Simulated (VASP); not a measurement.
Here is the system:

```
CELL_PARAMETERS angstrom
      0.00000     3.05617     3.05617
      3.05617     0.00000     3.05617
      3.05617     3.05617     0.00000
ATOMIC_POSITIONS crystal
  As 0.25000 0.25000 0.25000
  In 0.00000 0.00000 0.00000
```

These are PBE GGA with D3 dispersion (Becke-Johnson damping), VASP's PBE PAW potentials (set 64) (plane waves; VASP) values and carry that method's errors. Run with 400 eV cut-off, 12×12×12 Γ-centred mesh, tetrahedra with Blöchl corrections, potentials As In_d.

Unless said otherwise, spin-orbit coupling is left out, though it shifts the bands of the heavy elements here.

What does the run give for the energy per atom (σ→0), band gap (on the k-mesh) with the smallest direct gap where there is one?

The band gap (on the k-mesh) is none (metal, semimetal or under 0.01 eV) and the energy per atom (σ→0) is -4.165 eV/atom.

Only differences to runs with the same potentials and settings are physical.

The structure comes from a measured InAs entry (F-43m) of the Crystallography Open Database, whose conditions weren't checked. It was relaxed first.
